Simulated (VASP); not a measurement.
Input:

```xyz
5
Lattice="3.9426 0.0000 0.0000 0.0000 3.9426 0.0000 0.0000 0.0000 3.9426" Properties=species:S:1:pos:R:3 pbc="T T T"
Sr     0.0000     0.0000     0.0000
Ti     1.9713     1.9713     1.9713
O      1.9713     0.0000     1.9713
O      0.0000     1.9713     1.9713
O      1.9713     1.9713     0.0000
```

All values below come from PBE GGA, VASP's PBE PAW potentials (set 64) (plane waves; VASP). Numerical set-up: 520 eV cut-off, 7×7×7 Γ-centred mesh, Gaussian smearing of 0.010 eV, potentials Sr_sv Ti_sv O.

The dielectric response may not be converged in the k-mesh; for small gaps it tends to come out too large.

Question: The job: SrTiO$_{3}$ (cubic perovskite), 5 atoms, PBE, DFPT for ε, Born charges and Γ modes, 520 eV, 7×7×7 Γ-centred mesh. Roughly how much core time does it take on a busy server core?

Answer: About 30 core-minutes (one run on a shared machine, a rough figure). It had 20 irreducible k-points, 24 bands, up to 1675 plane waves and 492 electronic steps.

The compound is SrTiO3 in the cubic perovskite structure, the ideal cubic form; the compound distorts at low or room temperature. It was relaxed first.
